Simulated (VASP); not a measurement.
Crystal: Ge.

```
CELL_PARAMETERS angstrom
0.00000 2.82891 2.82891
2.82891 0.00000 2.82891
2.82891 2.82891 0.00000
ATOMIC_POSITIONS crystal
Ge 0.00000 0.00000 0.00000
Ge 0.25000 0.25000 0.25000
```

```yaml
Program: VASP 6.6.1
Task: relaxation of cell and atoms
Functional: PBE
Potentials_or_basis: VASP PAW PBE potentials, release 64 (Ge_d)
Cutoff: 600 eV
k_mesh: 10 × 10 × 10
Occupations: gaussian, width 0.03 eV
Spin: no spin polarisation
```

At the start: pressure 3.5 GPa; volume 22.64 Å³/atom.

Question: Where does the relaxation end?

Answer: Over 5 steps the energy falls by 13.4 meV/atom and the volume is 23.84 Å³/atom (+5.3 %); space group Fd-3m (No. 227, to 0.05 Å).

The path:
```tsv
step	energy change (eV)	largest force (eV/Å)	pressure (GPa)	volume (Å³)
1	0.0000	0.0000	3.54	45.28
2	-0.0242	0.0000	-1.11	48.64
3	-0.0269	0.0000	-0.27	47.78
4	-0.0268	0.0000	0.23	47.60
5	-0.0269	0.0000	0.01	47.68
```

Final structure:
```
Ge
1.0
     0.00000    2.87812    2.87812
     2.87812    0.00000    2.87812
     2.87812    2.87812    0.00000
Ge
2
Cartesian
  0.0000 0.0000 0.0000
  1.4391 1.4391 1.4391
```
